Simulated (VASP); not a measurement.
Input:

```
CELL_PARAMETERS angstrom
      3.79200     0.00000     0.00000
      0.00000     3.79200     0.00000
      0.00000     0.00000    16.22535
ATOMIC_POSITIONS crystal
  Sn 0.50000 0.00000 0.56858
  Sn 0.00000 0.50000 0.43142
  O  0.00000 0.00000 0.50000
  O  0.50000 0.50000 0.50000
```

Calculation: PBE GGA, VASP's PBE PAW potentials (set 64) (plane waves; VASP). Numerical set-up: 400 eV cut-off, 5×5×1 Γ-centred mesh, Gaussian smearing of 0.20 eV, potentials Sn_d O.

The cell holds a wide vacuum, so values per volume refer to the whole cell.

**Question.** Predict the energy per atom (σ→0), largest force.

**Answer.** 
The energy per atom (σ→0) is -5.616 eV/atom and the largest force is 1.647 eV/Å.

The absolute energy has meaning only against runs of the same code, potentials and settings.

The cell is a sheet with vacuum, built from a generated structure.
